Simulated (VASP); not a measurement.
Set up this calculation in VASP 6.6.1, as the native input.

```yaml
Task: relaxation of cell and atoms
Functional: PBE
Potentials_or_basis: VASP PAW PBE potentials, release 64 (Ba_sv, Sb, Mg, F)
Cutoff: 600 eV
k_mesh: 6 × 6 × 4
Occupations: gaussian, width 0.03 eV
Spin: no spin polarisation
Further_INCAR_settings: ALGO = Normal; EDIFF = 1e-07; IBRION = 2; EDIFFG = -0.005; NSW = 90; ISIF = 3
```

The structure of BaMgSbF lies in POSCAR:

```
BaMgSbF                                 
1.0
    4.6233054736      0.0000000000      0.0000000000
    0.0000000000      4.6233054736      0.0000000000
    0.0000000000      0.0000000000     10.0184207043
  Ba              Sb              Mg              F             
     2     2     2     2
Direct
     0.5000000000000000    0.0000000000000000    0.1417436451127980
     0.0000000000000000    0.5000000000000000    0.8582563548872021
     0.5000000000000000    0.0000000000000000    0.6748381249362757
     0.0000000000000000    0.5000000000000000    0.3251618750637241
     0.5000000000000000    0.5000000000000000    0.5000000000000000
     1.0000000000000000    0.0000000000000000    0.5000000000000000
     0.5000000000000000    0.5000000000000000    1.0000000000000000
     1.0000000000000000    0.0000000000000000    1.0000000000000000
```

The cell comes from a database or a generator and needn't be the stable form of this composition.

The input as run:

INCAR

```
SYSTEM = BaMgSbF
  ALGO = Normal
  EDIFF = 1E-7
  EDIFFG = -0.005
  ENCUT = 600
  GGA = PE
  IBRION = 2
  ISIF = 3
  ISMEAR = 0
  KPAR = 2
  LASPH = .TRUE.
  LCHARG = .FALSE.
  LREAL = .FALSE.
  LWAVE = .FALSE.
  NELM = 80
  NSW = 90
  PREC = Accurate
  SIGMA = 0.03
```

KPOINTS

```
k-points
0
G
  6 6 4
  0 0 0
```

Potentials or basis: VASP PAW PBE potentials, release 64 (Ba_sv, Sb, Mg, F).

Launch:

```sh
$ cat potpaw_PBE.64/Ba_sv/POTCAR potpaw_PBE.64/Sb/POTCAR potpaw_PBE.64/Mg/POTCAR potpaw_PBE.64/F/POTCAR > POTCAR
$ mpirun -np 2 vasp_std > vasp.out
```

Results of the run:

The pressure after relaxing is 0.0 GPa. The band gap on the k mesh is 1.22 eV, direct.

Caveat: the relaxation stopped at its first step, so nothing moved; spin-orbit coupling is left out, which moves the levels of the heavy elements.

It took 89 s on 2 MPI ranks on Intel(R) Xeon(R) Platinum 8559C (Emerald Rapids), on a shared host, peak memory 0.52 GiB a rank.
